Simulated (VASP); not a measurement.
Input:

```
ErLuO3
1.0
    4.02762     0.00000     0.00000
    0.00000     4.02762     0.00000
    0.00000     0.00000     4.02762
Er Lu O
1 1 3
Cartesian
  0.00000   0.00000   0.00000
  2.01381   2.01381   2.01381
  0.00000   2.01381   2.01381
  2.01381   2.01381   0.00000
  2.01381   0.00000   2.01381
```
Starting moments (μB, in the order of the record's atoms Er Lu O O O): 3.0 0.0 0.0 0.0 0.0.

These are PBEsol GGA, VASP's PBE PAW potentials (set 64) (plane waves; VASP) values and carry that method's errors. Settings: 400 eV cut-off, 5×5×5 Γ-centred mesh, Fermi-Dirac smearing of 0.10 eV, potentials Er Lu O.

At this cut-off the stress carries a Pulay error, which pulls relaxed volumes low. The moments were started parallel, and other spin orders were not tried in this run.

Task: Predict the cell moment, energy per atom (σ→0), pressure, band gap (on the k-mesh) with the smallest direct gap where there is one.

Result: 
* **band gap (on the k-mesh)**: none (metal, semimetal or under 0.01 eV)
* **cell moment**: 2.65 μB
* **energy per atom (σ→0)**: -763.4 kJ/mol-atom
* **pressure**: 10.68 GPa

Task: Give the moment on each site (PAW-sphere projection).

Result: 
```tsv
site	moment (μB)
Er1	2.51
Lu2	0.02
O3	0.03
O4	0.03
O5	0.03
```

The absolute energy has meaning only against runs of the same code, potentials and settings.

The structure was generated: ErLuO3 was put into an ordered model structure, which need not be its known phase. The cell was not relaxed at this level. The k-mesh is coarse (spacing up to 0.31 per Å, 2π included), so the numbers may not be converged in it.
